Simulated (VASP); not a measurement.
Given:

```xyz
2
Lattice="0.0000 2.2758 2.2758 2.2758 0.0000 2.2758 2.2758 2.2758 0.0000" Properties=species:S:1:pos:R:3 pbc="T T T"
Ga     0.0000     0.0000     0.0000
N      1.1379     1.1379     1.1379
```

Level of theory: LDA (Ceperley-Alder, Perdew-Zunger), VASP's LDA PAW potentials (set 64) (plane waves; VASP). Run with 520 eV cut-off, 10×10×10 Γ-centred mesh, Gaussian smearing of 0.050 eV, potentials Ga_d N.

### Question
What does the run give for the energy per atom (σ→0), pressure, band gap (on the k-mesh) with the smallest direct gap where there is one?

### Answer

| Quantity | Value |
|---|---|
| band gap (on the k-mesh) | 1.56 eV |
| smallest direct gap (on the k-mesh) | 1.56 eV |
| energy per atom (σ→0) | -6.950 eV/atom |
| pressure | -103.9 kbar |

Total energies compare only between runs with the same potentials, cut-off and functional.

The compound is GaN in the zinc blende structure, a metastable form; wurtzite is the usual one. This cell is one point of a volume scan, at 1.06 of the reference volume.
